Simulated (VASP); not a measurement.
# Ga3BiO4 (P-43m) in VASP: further runs

The runs below take Ga3BiO4 through relaxation of cell and atoms, with PBE.

Program: VASP 6.6.1. These are calculated values, not measurements. Logs are shortened: lines on timing, memory, paths and dates and some standing lists are left out, and cuts for length are marked.

### Step 1. The structure

Symmetry: P-43m, No. 215, cubic system. The conventional cell has a = 4.890 Å, b = 4.890 Å, c = 4.890 Å, α = 90.00°, β = 90.00°, γ = 90.00°. Ga (site symmetry -42m) is surrounded by 4 O at 2.09 Å. Around Bi (site symmetry -43m) lie 4 O at 2.03 Å. O (site symmetry 3m) has 1 Bi at 2.03 Å and 3 Ga at 2.09 Å as nearest neighbours.

The cell was built by a generator and needn't be a form met in nature.

### Step 2. Relaxation of cell and atoms, PBE

INCAR

```
PREC = Normal
ENCUT = 520
EDIFF = 1E-4
ISMEAR = 0
SIGMA = 0.15
LREAL = F
LASPH = T
NELM = 60
ALGO = Fast
ISIF = 3
LWAVE = F
LCHARG = F
GGA = PE
IBRION = 2
NSW = 24
EDIFFG = -0.08
```

KPOINTS

```
Automatic mesh
0
Gamma
  3 3 3
```

POSCAR

```
Ga3BiO4
1.0
    4.8900000000      0.0000000000      0.0000000000
    0.0000000000      4.8900000000      0.0000000000
    0.0000000000      0.0000000000      4.8900000000
Ga Bi O
3 1 4
Direct
    0.0000000000      0.5000000000      0.0000000000
    0.5000000000      0.0000000000      0.0000000000
    0.0000000000      0.0000000000      0.5000000000
    0.0000000000      0.0000000000      0.0000000000
    0.2400000000      0.7600000000      0.7600000000
    0.7600000000      0.7600000000      0.2400000000
    0.7600000000      0.2400000000      0.7600000000
    0.2400000000      0.2400000000      0.2400000000
```

Potentials or basis: VASP PAW PBE potentials, release 64 (Ga_d, Bi_d, O).

Started as:

```console
$ cat potpaw_PBE.64/Ga_d/POTCAR potpaw_PBE.64/Bi_d/POTCAR potpaw_PBE.64/O/POTCAR > POTCAR
$ mpirun -np 1 vasp_std > vasp.out
```

OUTCAR:

```text
PREC = Normal
   ENCUT = 520
   EDIFF = 1E-4
   ISMEAR = 0
   LREAL = F
   LASPH = T
   NELM = 60
   ISIF = 3
   GGA = PE
   IBRION = 2
   NSW = 24
   EDIFFG = -0.08

 ion  position               nearest neighbor table
   1  0.000  0.500  0.000-   5 2.09   6 2.09   7 2.09   8 2.09   4 2.44   4 2.44
   2  0.500  0.000  0.000-   5 2.09   6 2.09   7 2.09   8 2.09   4 2.44   4 2.44
   3  0.000  0.000  0.500-   5 2.09   6 2.09   7 2.09   8 2.09   4 2.44   4 2.44
   4  0.000  0.000  0.000-   5 2.03   6 2.03   7 2.03   8 2.03   2 2.44   3 2.44   1 2.44   3 2.44
                             1 2.44   2 2.44
   5  0.240  0.760  0.760-   4 2.03   2 2.09   3 2.09   1 2.09
   6  0.760  0.760  0.240-   4 2.03   2 2.09   3 2.09   1 2.09
   7  0.760  0.240  0.760-   4 2.03   2 2.09   3 2.09   1 2.09
   8  0.240  0.240  0.240-   4 2.03   2 2.09   3 2.09   1 2.09

  LATTYP: Found a simple cubic cell.
 ALAT       =     4.8900000000

  Lattice vectors:

 A1 = (   4.8900000000,   0.0000000000,   0.0000000000)
 A2 = (   0.0000000000,   4.8900000000,   0.0000000000)
 A3 = (   0.0000000000,   0.0000000000,   4.8900000000)

Analysis of symmetry for initial positions (statically):
=====================================================================
 Subroutine PRICEL returns:
 Original cell was already a primitive cell.

 Routine SETGRP: Setting up the symmetry group for a
 simple cubic supercell.

 Subroutine GETGRP returns: Found 24 space group operations
 (whereof 24 operations were pure point group operations)
 out of a pool of 48 trial point group operations.

The static configuration has the point symmetry T_d .

Analysis of symmetry for dynamics (positions and initial velocities):
=====================================================================
 Subroutine PRICEL returns:
 Original cell was already a primitive cell.

 Routine SETGRP: Setting up the symmetry group for a
 simple cubic supercell.

 Subroutine GETGRP returns: Found 24 space group operations
 (whereof 24 operations were pure point group operations)
 out of a pool of 48 trial point group operations.

The dynamic configuration has the point symmetry T_d .

 Subroutine INISYM returns: Found 24 space group operations
 (whereof 24 operations are pure point group operations),
 and found     1 'primitive' translations

----------------------------------------------------------------------------------------

                                     Primitive cell

  volume of cell :     116.9302

  direct lattice vectors                    reciprocal lattice vectors
     4.890000000  0.000000000  0.000000000     0.204498978  0.000000000  0.000000000
[... 78 lines left out ...]
   LREAL  =      F    real-space projection
   EDIFFG = -.8E-01   stopping-criterion for IOM
   NSW    =     24    number of steps for IOM
   IBRION =      2    ionic relax: 0-MD 1-quasi-New 2-CG
   NFREE  =      1    steps in history (QN), initial steepest desc. (CG)
   ISIF   =      3    stress and relaxation
   ISYM   =      2    0-nonsym 1-usesym 2-fastsym
   POTIM  = 0.5000    time-step for ionic-motion
   TEBEG  =    0.0;   TEEND  =   0.0 temperature during run
   PSTRESS=    0.0 pullay stress
   NELECT =      78.0000    total number of electrons
   NUPDOWN=      -1.0000    fix difference up-down
   EMIN   =  10.00;   EMAX   =-10.00  energy-range for DOS
   EFERMI =   0.00;   METHOD = LEGACY
   ISMEAR =     0;   SIGMA  =   0.15  broadening in eV -4-tet -1-fermi 0-gaus
   EFERMI_NEDOS =   21; number of points for ismear=-14 and -15
   IALGO  =     68    algorithm
   IMIX   =      4    mixing-type and parameters
     AMIX     =   0.40;   BMIX     =  1.00
     AMIX_MAG =   1.60;   BMIX_MAG =  1.00
  volume/ion in A,a.u.               =      14.62        98.64
  Fermi-wavevector in a.u.,A,eV,Ry     =   1.430422  2.703106 27.838976  2.046107
  Thomas-Fermi vector in A             =   2.550269
   LORBIT       =      0    0 simple, 1 ext, 2 COOP (PROOUT), +10 PAW based schemes
   GGA     = PE    functional components
   LHFCALC =     F    Hartree Fock is set to
   AEXX    =    0.0000 exact exchange contribution
   IVDW    =     0    specifies the selected vdW correction
   LEPSILON=     F    determine dielectric tensor
   LRPA    =     F    only Hartree local field effects (RPA)
 conjugate gradient relaxation of ions
 non-spin polarized calculation
 RMM-DIIS sequential band-by-band and
 Gauss-broadening in eV      SIGMA  =   0.15
  energy-cutoff  :      520.00
  volume of cell :      116.93
 maximum number of plane-waves:      3163
   NGX = 19   NGY = 19   NGZ = 19

--------------------------------------- Ionic step        1  -------------------------------------------

 number of electron      77.9999506 magnetization

 Free energy of the ion-electron system (eV)
  ---------------------------------------------------
  ext. energy  EPLUGINS =         0.00000000
  ---------------------------------------------------
  free energy    TOTEN  =       -26.48162763 eV

  energy without entropy =      -26.44394037  energy(sigma->0) =      -26.46278400

 E-fermi :   6.2712     XC(G=0): -10.3388

 val. band max:        6.2203636206   @ k =   0.3333   0.3333   0.0000
 cond. band min:       6.5824318525   @ k =   0.3333   0.0000   0.0000
 fundamental gap:      0.3620682319
 Fermi energy:         6.2712446652

 k-point     1 :       0.0000    0.0000    0.0000
  band No.  band energies     occupation
      1     -19.1232      2.00000
      2     -19.1232      2.00000
      3     -19.1232      2.00000
      4     -19.0015      2.00000
      5     -19.0015      2.00000
      6     -15.9281      2.00000
[... 304 lines left out ...]
  FREE ENERGIE OF THE ION-ELECTRON SYSTEM (eV)
  ---------------------------------------------------
  free  energy   TOTEN  =       -32.4394005599 eV

  energy  without entropy=      -32.3765124254  energy(sigma->0) =      -32.40795649

[... ionic steps 4 to 9 ...]

--------------------------------------- Ionic step       10  -------------------------------------------

 number of electron      78.0000625 magnetization

------------------------ aborting loop because EDIFF is reached ----------------------------------------
[... 79 lines left out ...]
--------------------------------------- Ionic step       12  -------------------------------------------

 number of electron      78.0000530 magnetization

 Free energy of the ion-electron system (eV)
  ---------------------------------------------------
  ext. energy  EPLUGINS =         0.00000000
  ---------------------------------------------------
  free energy    TOTEN  =       -33.23671691 eV

  energy without entropy =      -33.18802171  energy(sigma->0) =      -33.21236931

 E-fermi :   1.7193     XC(G=0):  -8.1438

 val. band max:        1.6462131615   @ k =   0.3333   0.3333   0.0000
 cond. band min:       1.7654956668   @ k =   0.3333   0.0000   0.0000
 fundamental gap:      0.1192825053
 Fermi energy:         1.7192526117

 k-point     1 :       0.0000    0.0000    0.0000
  band No.  band energies     occupation
      1     -21.5880      2.00000
      2     -21.5880      2.00000
      3     -21.5880      2.00000
      4     -21.5560      2.00000
      5     -21.5560      2.00000
      6     -16.7288      2.00000
[... 220 lines left out ...]
  FREE ENERGIE OF THE ION-ELECTRON SYSTEM (eV)
  ---------------------------------------------------
  free  energy   TOTEN  =       -33.2367169123 eV

  energy  without entropy=      -33.1880217068  energy(sigma->0) =      -33.21236931

 reached required accuracy - stopping structural energy minimisation
```

CONTCAR:

```text
Ga3BiO4
   1.00000000000000
     5.6548739550671270   -0.0000000000000000   -0.0000000000000000
     0.0000000000000000    5.6548739550671270    0.0000000000000000
    -0.0000000000000000    0.0000000000000000    5.6548739550671270
  Ga              Bi              O
     3     1     4
Direct
     0.0000000000000000    0.5000000000000000    0.0000000000000000
     0.5000000000000000    0.0000000000000000    0.0000000000000000
     0.0000000000000000    0.0000000000000000    0.5000000000000000
     0.0000000000000000    0.0000000000000000    0.0000000000000000
     0.2285090057999148    0.7714909942000852    0.7714909942000853
     0.7714909942000852    0.7714909942000852    0.2285090057999148
     0.7714909942000852    0.2285090057999148    0.7714909942000852
     0.2285090057999148    0.2285090057999148    0.2285090057999148

  0.00000000E+00  0.00000000E+00  0.00000000E+00
  0.00000000E+00  0.00000000E+00  0.00000000E+00
  0.00000000E+00  0.00000000E+00  0.00000000E+00
  0.00000000E+00  0.00000000E+00  0.00000000E+00
  0.00000000E+00  0.00000000E+00  0.00000000E+00
  0.00000000E+00  0.00000000E+00  0.00000000E+00
  0.00000000E+00  0.00000000E+00  0.00000000E+00
  0.00000000E+00  0.00000000E+00  0.00000000E+00
```

It took 4.3 min on 1 thread of Intel Xeon Platinum 8488C (Sapphire Rapids), shared host; peak memory 0.17 GiB.

What came out:

```yaml
Free_energy: -33.2367 eV
Relaxed_volume: 22.60 Å³/atom
Relaxed_cell: a = 5.655 Å, b = 5.655 Å, c = 5.655 Å, α = 90.00°, β = 90.00°, γ = 90.00°
Space_group_after_relaxing_to_0.05_Å: P-43m (No. 215)
Energy_gained_by_relaxing: 844.4 meV/atom
Ionic_steps: 12
Pressure_after_relaxing: 0.0 GPa
Largest_force_after_relaxing: 0.006 eV/Å
Band_gap_on_the_k_mesh: none (metal or under the smearing width)
```

Forces in eV/Å, atoms in the order of the input:
```
Ga   0.000  0.000  0.000
Ga   0.000  0.000  0.000
Ga   0.000  0.000  0.000
Bi   0.000  0.000  0.000
O   -0.004  0.004  0.004
O    0.004  0.004 -0.004
O    0.004 -0.004  0.004
O   -0.004 -0.004 -0.004
```

The path:
```
step  energy change (eV)  largest force (eV/Å)  pressure (GPa)  volume (Å³)
   1              0.0000                5.1359           50.91       116.93
   2             -1.4419                2.7494          -16.36       214.45
   3             -5.9578                1.2827           -0.07       158.80
   4             -5.9770                1.1471            0.93       156.86
   5             -5.9807                1.0568            1.66       155.62
   6             -6.2029                0.9934            1.06       160.40
   7             -6.6551                0.6364           -0.89       175.34
   8             -6.3261                0.0422           -4.02       207.93
   9             -6.7303                0.1305           -1.64       186.34
  10             -6.7403                0.2677           -1.34       182.98
  11             -6.6856                0.6035            3.06       176.39
  12             -6.7551                0.0063           -0.01       180.83
```

Final structure:
```
Ga Bi O
1.0
     5.65487    0.00000    0.00000
     0.00000    5.65487    0.00000
     0.00000    0.00000    5.65487
Ga Bi O
3 1 4
Direct
  0.00000 0.50000 0.00000
  0.50000 0.00000 0.00000
  0.00000 0.00000 0.50000
  0.00000 0.00000 0.00000
  0.22851 0.77149 0.77149
  0.77149 0.77149 0.22851
  0.77149 0.22851 0.77149
  0.22851 0.22851 0.22851
```

Levels at points of the mesh, in eV from the Fermi level:
| k point | band 35 | band 36 | band 37 | band 38 | band 39 | band 40 | band 41 | band 42 |
| --- | --- | --- | --- | --- | --- | --- | --- | --- |
| (0.00, 0.00, 0.00) | -2.67 | -2.67 | -2.67 | -0.54 | 0.73 | 0.73 | 0.98 | 0.98 |

Caveat: the k mesh is coarse (spacing up to 0.43 Å⁻¹), so the values aren't converged; the volume moved by over 15 % at a fixed basis, so the end points are rough; spin-orbit coupling is left out, which moves the levels of the heavy elements; the relaxation stopped at a loose force limit of 0.08 eV/Å, so its end isn't a converged minimum.

### Step 3. Relaxation of cell and atoms, PBE

INCAR is that of step 2.

KPOINTS is that of step 2.

POSCAR

```
Ga3BiO4
1.0
    4.8913284700      0.0000000000      0.0000000000
    0.0000000000      4.8913284700      0.0000000000
    0.0000000000      0.0000000000      4.8913284700
Ga Bi O
3 1 4
Direct
    0.0000000000      0.5000000000      0.5000000000
    0.5000000000      0.5000000000      0.0000000000
    0.5000000000      0.0000000000      0.5000000000
    0.0000000000      0.0000000000      0.0000000000
    0.5000000000      0.0000000000      0.0000000000
    0.5000000000      0.5000000000      0.5000000000
    0.0000000000      0.0000000000      0.5000000000
    0.0000000000      0.5000000000      0.0000000000
```

Potentials or basis: VASP PAW PBE potentials, release 64 (Ga_d, Bi_d, O).

Started as:

```console
$ cat potpaw_PBE.64/Ga_d/POTCAR potpaw_PBE.64/Bi_d/POTCAR potpaw_PBE.64/O/POTCAR > POTCAR
$ mpirun -np 1 vasp_std > vasp.out
```

It took 47 s on 1 thread of Intel Xeon Platinum 8488C (Sapphire Rapids), shared host; peak memory 0.17 GiB.

The run converged. Its results:

```
Free energy                            : -38.1801 eV
Relaxed volume                         : 14.20 Å³/atom
Relaxed cell                           : a = 4.843 Å, b = 4.843 Å, c = 4.843 Å, α = 90.00°, β = 90.00°, γ = 90.00°
Space group after relaxing (to 0.05 Å) : Pm-3m (No. 221)
Energy gained by relaxing              : 4.1 meV/atom
Ionic steps                            : 3
Pressure after relaxing                : 0.1 GPa
Band gap on the k mesh                 : none (metal or under the smearing width)
```

The path:
```
step  energy change (eV)  largest force (eV/Å)  pressure (GPa)  volume (Å³)
   1              0.0000                0.0000           -2.99       117.03
   2             -0.0281                0.0000            0.98       112.47
   3             -0.0324                0.0000            0.11       113.61
```

Final structure:
```xyz
8
Lattice="4.8433 0.0000 0.0000 0.0000 4.8433 0.0000 0.0000 0.0000 4.8433" Properties=species:S:1:pos:R:3 pbc="T T T"
Ga    0.0000    2.4216    2.4216
Ga    2.4216    2.4216    0.0000
Ga    2.4216    0.0000    2.4216
Bi    0.0000    0.0000    0.0000
O     2.4216    0.0000    0.0000
O     2.4216    2.4216    2.4216
O     0.0000    0.0000    2.4216
O     0.0000    2.4216    0.0000
```

Levels at points of the mesh, in eV from the Fermi level:
```tsv
k point	band 35	band 36	band 37	band 38	band 39	band 40	band 41	band 42	band 43	band 44
(0.00, 0.00, 0.00)	-4.37	-3.27	-3.27	-3.27	-2.76	-2.76	4.11	4.11	4.11	5.97
```

Caveat: the k mesh is coarse (spacing up to 0.43 Å⁻¹), so the values aren't converged; spin-orbit coupling is left out, which moves the levels of the heavy elements; the relaxation stopped at a loose force limit of 0.08 eV/Å, so its end isn't a converged minimum.

(Part 1 of 2 ends here.)
